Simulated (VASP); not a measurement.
# BBi in VASP: how settings move the PBEsol single point

Aim: see what changed inputs do to the PBEsol single point of BBi built on the zincblende prototype, strained and with displaced atoms. This is a trial cell built on a prototype, not taken from a measured structure, and it needn't be the compound's ground state.

Code: VASP 6.6.1. PAW datasets, plane waves. Computed, not measured; no magnetism was allowed, and the structure may never have been made.

## (1) The cell

It is triclinic, P1 (No. 1); conventional cell a = 3.807 Å, b = 3.818 Å, c = 3.831 Å, α = 91.3°, β = 119.2°, γ = 117.7°, 20.38 Å³ an atom. Around B lie 4 Bi at 2.21–2.53 Å; around Bi lie 4 B at 2.21–2.53 Å.

Structure file:

```
CELL_PARAMETERS angstrom
-0.01170 2.73840 2.67920
2.74840 0.03300 2.63450
2.81640 2.76180 -0.03510
ATOMIC_POSITIONS crystal
B 0.04190 0.99700 0.94980
Bi 0.24580 0.28510 0.23810
```

## (2) Reference

Contents of INCAR:

```
ENCUT = 520.000000
SIGMA = 0.020000
EDIFF = 1.00e-07
GGA = PS
PREC = Accurate
IBRION = -1
ISIF = 2
ISMEAR = -1
NBANDS = 16
NELM = 120
NSW = 0
LASPH = .TRUE.
LCHARG = .TRUE.
LELF = .TRUE.
LWAVE = .FALSE.
LREAL = .FALSE.
```

Contents of KPOINTS:

```
KPOINTS created by Atomic Simulation Environment
0
Gamma
6 6 6
0 0 0
```

Contents of POSCAR:

```
B  Bi
 1.0000000000000000
    -0.0117000000000000    2.7383999999999999    2.6791999999999998
     2.7484000000000002    0.0330000000000000    2.6345000000000001
     2.8163999999999998    2.7618000000000000   -0.0351000000000000
 B   Bi
   1   1
Cartesian
  5.4146812899999999  2.7707975999999999  2.7055169999999999
  1.4512778200000001  1.3400916000000000  1.4012860000000000
```

Potentials: the recommended PBE PAW datasets, 18 valence electrons.

On the command line:

```bash
mpirun -np 1 vasp_std
```

## (3) Altered input 1

Contents of INCAR:

```
ENCUT = 520.000000
EDIFF = 1.00e-07
GGA = PS
PREC = Accurate
IBRION = -1
ISIF = 2
NBANDS = 16
NELM = 120
NSW = 0
LASPH = .TRUE.
LCHARG = .FALSE.
LWAVE = .FALSE.
LREAL = .FALSE.
ALGO = Conjugate
ISMEAR = -1
SIGMA = 0.2
```

KPOINTS is that of step 2.

POSCAR is that of step 2.

## (4) Altered input 2

Contents of INCAR:

```
ENCUT = 520.000000
SIGMA = 0.020000
GGA = PS
PREC = Accurate
IBRION = -1
ISIF = 2
ISMEAR = -1
NBANDS = 16
NELM = 120
NSW = 0
LASPH = .TRUE.
LCHARG = .FALSE.
LWAVE = .FALSE.
LREAL = .FALSE.
EDIFF = 1e-06
ALGO = Fast
NELMDL = -12
```

KPOINTS is that of step 2.

POSCAR is that of step 2.

What does the calculation give? Wanted: for each run, changed; ending; energy change; pressure; electronic steps; usable.

As calculated:

| run | changed | ending | energy change (meV/atom) | pressure (GPa) | gap on the mesh (eV; negative: overlap) | electronic steps | time | usable |
| --- | --- | --- | --- | --- | --- | --- | --- | --- |
| ref. | – | converged | 0 | 1.2 | -0.28 | 13 | 70 s | yes |
| 1 | ALGO = Conjugate, ISMEAR = -1, SIGMA = 0.2 | converged | 0.5 | 1.5 | -0.28 | 18 | 82 s | yes |
| 2 | EDIFF = 1e-06, ALGO = Fast, NELMDL = -12 | converged | 0.0 | 1.2 | -0.28 | 20 | 1.8 min | yes |

Of 2 altered inputs, 2 gave usable results. Among the usable ones with comparable energies, «ALGO = Conjugate, ISMEAR = -1, SIGMA = 0.2» moves the energy most, by 0.5 meV/atom.
